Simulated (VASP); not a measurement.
Method: PBEsol GGA, VASP's PBE PAW potentials (set 64) (plane waves; VASP).

A VASP calculation is set up with these files.

### KPOINTS
```
K-points
0
G
15 15 8
0 0 0
```

### INCAR
```
# general
SYSTEM =Hf
PREC   =Accurate
ENCUT  =500
LREAL  =.FALSE.
LASPH  =.TRUE.

# electronic loop
EDIFF  =1E-6
NELM   =100
ALGO   =Normal
LMAXMIX=6

# smearing
ISMEAR =1
SIGMA  =0.1

# functional
GGA    =PS

# ions
IBRION =2
NSW    =40
ISIF   =3
EDIFFG =-0.02
PSTRESS=450

# output
LWAVE  =.FALSE.
LCHARG =.FALSE.
```

**POSCAR**
```
Hf
1
    1.4361435656    -2.4874734502     0.0000000000
    1.4361435656     2.4874734502    -0.0000000000
   -0.0000000000    -0.0000000000     4.6566679569
Hf
2
Direct
  0.3333330000   0.6666670000   0.2500000000
  0.6666670000   0.3333330000   0.7500000000
```

POTCAR, in this order: Hf_pv (PBE.64 set). Program: vasp_std.

The run wrote:

**OSZICAR**
```
       N       E                     dE             d eps       ncg     rms          rms(c)
DAV:   1     0.492607659171E+02    0.49261E+02   -0.11719E+04  3804   0.137E+03
DAV:   2    -0.186661283692E+02   -0.67927E+02   -0.66524E+02  4782   0.277E+02
DAV:   3    -0.203591019169E+02   -0.16930E+01   -0.16579E+01  4932   0.297E+01
DAV:   4    -0.203699571111E+02   -0.10855E-01   -0.10842E-01  4392   0.289E+00
DAV:   5    -0.203700564056E+02   -0.99294E-04   -0.99285E-04  4820   0.227E-01    0.792E+01
DAV:   6    -0.200049669654E+02    0.36509E+00   -0.25533E-01  3918   0.421E+00    0.470E+01
DAV:   7    -0.198591715987E+02    0.14580E+00   -0.43742E-01  3942   0.532E+00    0.204E+00
DAV:   8    -0.198547187950E+02    0.44528E-02   -0.27657E-02  4158   0.137E+00    0.241E-01
DAV:   9    -0.198547854047E+02   -0.66610E-04   -0.56710E-04  5016   0.192E-01    0.163E-01
DAV:  10    -0.198547875904E+02   -0.21857E-05   -0.39126E-05  4170   0.550E-02    0.309E-01
DAV:  11    -0.198547834143E+02    0.41761E-05   -0.93869E-06  4332   0.255E-02    0.230E-02
DAV:  12    -0.198547836078E+02   -0.19352E-06   -0.62110E-07  2478   0.690E-03
   1 F= -.10510123E+02 E0= -.10510563E+02  d E =-.105101E+02
       N       E                     dE             d eps       ncg     rms          rms(c)
DAV:   1    -0.198311335212E+02    0.23650E-01   -0.58645E-02  3816   0.209E+00    0.360E-01
DAV:   2    -0.198302734374E+02    0.86008E-03   -0.16815E-03  4614   0.344E-01    0.177E-01
DAV:   3    -0.198300107191E+02    0.26272E-03   -0.26954E-04  4398   0.132E-01    0.109E-01
DAV:   4    -0.198299429591E+02    0.67760E-04   -0.13352E-04  4710   0.923E-02    0.589E-02
DAV:   5    -0.198299419268E+02    0.10323E-05   -0.10524E-05  4766   0.247E-02    0.698E-03
DAV:   6    -0.198299418814E+02    0.45411E-07   -0.22724E-07  2232   0.403E-03
   2 F= -.10510229E+02 E0= -.10510751E+02  d E =-.105462E-03
       N       E                     dE             d eps       ncg     rms          rms(c)
DAV:   1    -0.198379711581E+02   -0.80292E-02   -0.58624E-03  3816   0.661E-01    0.116E-01
DAV:   2    -0.198378848157E+02    0.86342E-04   -0.16888E-04  4608   0.109E-01    0.553E-02
DAV:   3    -0.198378583788E+02    0.26437E-04   -0.27270E-05  4398   0.418E-02    0.338E-02
DAV:   4    -0.198378514252E+02    0.69536E-05   -0.13315E-05  4680   0.292E-02    0.186E-02
DAV:   5    -0.198378508144E+02    0.61077E-06   -0.93164E-07  2304   0.778E-03
   3 F= -.10510256E+02 E0= -.10510754E+02  d E =-.132542E-03
       N       E                     dE             d eps       ncg     rms          rms(c)
DAV:   1    -0.198553894014E+02   -0.17538E-01   -0.50274E-02  3804   0.190E+00    0.329E-01
DAV:   2    -0.198547205945E+02    0.66881E-03   -0.11566E-03  4686   0.280E-01    0.128E-01
DAV:   3    -0.198544964251E+02    0.22417E-03   -0.30798E-04  4620   0.135E-01    0.930E-02
DAV:   4    -0.198544710912E+02    0.25334E-04   -0.61409E-05  4822   0.615E-02    0.667E-02
DAV:   5    -0.198544694618E+02    0.16293E-05   -0.39750E-06  4380   0.146E-02    0.990E-03
DAV:   6    -0.198544695824E+02   -0.12053E-06   -0.14277E-07  2016   0.307E-03
   4 F= -.10510225E+02 E0= -.10510758E+02  d E =0.308543E-04
       N       E                     dE             d eps       ncg     rms          rms(c)
DAV:   1    -0.198454068801E+02    0.90626E-02   -0.16167E-02  3804   0.108E+00    0.186E-01
DAV:   2    -0.198451929581E+02    0.21392E-03   -0.37025E-04  4668   0.158E-01    0.727E-02
DAV:   3    -0.198451215433E+02    0.71415E-04   -0.97907E-05  4620   0.760E-02    0.523E-02
DAV:   4    -0.198451137893E+02    0.77541E-05   -0.19907E-05  4810   0.350E-02    0.371E-02
DAV:   5    -0.198451142391E+02   -0.44980E-06   -0.11013E-06  2108   0.817E-03
   5 F= -.10510303E+02 E0= -.10510819E+02  d E =-.465295E-04
```

OUTCAR:
```
------------------------ aborting loop because EDIFF is reached ----------------------------------------
  FORCE on cell =-STRESS in cart. coord.  units (eV):
  Direction    XX          YY          ZZ          XY          YZ          ZX
  --------------------------------------------------------------------------------------
  Total        9.3331547      9.3331525      9.3368366      0.0000000      0.0000000      0.0000000
  in kB      449.9201220    449.9200189    450.0976151      0.0000000      0.0000000      0.0000000
  external PRESSURE =      -0.0207480 kB  Pullay stress =     450.0000000 kB
  volume of cell :       33.24
      direct lattice vectors                 reciprocal lattice vectors
     1.433929189 -2.483637925 -0.000000000     0.348692253 -0.201317589 -0.000000000
     1.433929189  2.483637925  0.000000000     0.348692253  0.201317589  0.000000000
     0.000000000 -0.000000000  4.666138716     0.000000000 -0.000000000  0.214309960
 POSITION                                       TOTAL-FORCE (eV/Angst)
 -----------------------------------------------------------------------------------
      1.43393      0.82788      1.16653         0.000000     -0.000000      0.000000
      1.43393     -0.82788      3.49960        -0.000000      0.000000      0.000000
 -----------------------------------------------------------------------------------
    total drift:                                0.000000      0.000136     -0.000013
  FREE ENERGIE OF THE ION-ELECTRON SYSTEM (eV)
  ---------------------------------------------------
  free  energy   TOTEN  =       -19.8451142391 eV

  energy  without entropy=      -19.8466628348  energy(sigma->0) =      -19.84563044
  enthalpy is  TOTEN    =       -10.5103025683 eV   P V=        9.3348116708

 reached required accuracy - stopping structural energy minimisation
```
(Selected blocks of OUTCAR.)

File CONTCAR:
```
Hf
   1.00000000000000
     1.4339291886495547   -2.4836379245954485   -0.0000000000000000
     1.4339291886495547    2.4836379245954485    0.0000000000000000
     0.0000000000000000   -0.0000000000000000    4.6661387160086845
  Hf
     2
Direct
     0.3333330000000032    0.6666669999999968    0.2500000000000000
     0.6666669999999968    0.3333330000000032    0.7500000000000000
```

The compound is Hf in the hcp structure. This run relaxes it under an external pressure of 45 GPa. Symmetry was kept, so distortions that lower it aren't found.
